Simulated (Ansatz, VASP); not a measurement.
NbCu: VASP beside Ansatz

```
CELL_PARAMETERS angstrom
0.00000 2.50991 2.50991
2.50991 0.00000 2.50991
2.50991 2.50991 0.00000
ATOMIC_POSITIONS crystal
Nb 0.00000 0.00000 0.00000
Cu 0.50000 0.50000 0.50000
```

Change from the starting cell: volume scaled by 0.94.

Alike in both runs: task single point; functional PBE; k mesh 9 × 9 × 9; occupations fermi-dirac, width 0.05 eV; no spin polarisation.

```csv
,VASP,Ansatz
version,VASP 6.6.1,Ansatz 0.2.0
potentials or method,"VASP PAW PBE potentials, release 64 (Nb_sv, Cu)",Ansatz PAW
plane-wave cutoff (eV),520,420
valence electrons in the cell,24,32
```

|  | VASP | Ansatz | Ansatz less VASP |
| --- | --- | --- | --- |
| gap on the k mesh at the Fermi level (eV) | none | none | - |
| pressure (GPa) | 10.1 | 10.2 | +0.08 |

A gap of «none» marks a metal or a gap that the smearing closes. The two sets of potentials don't hold the same shells in valence.
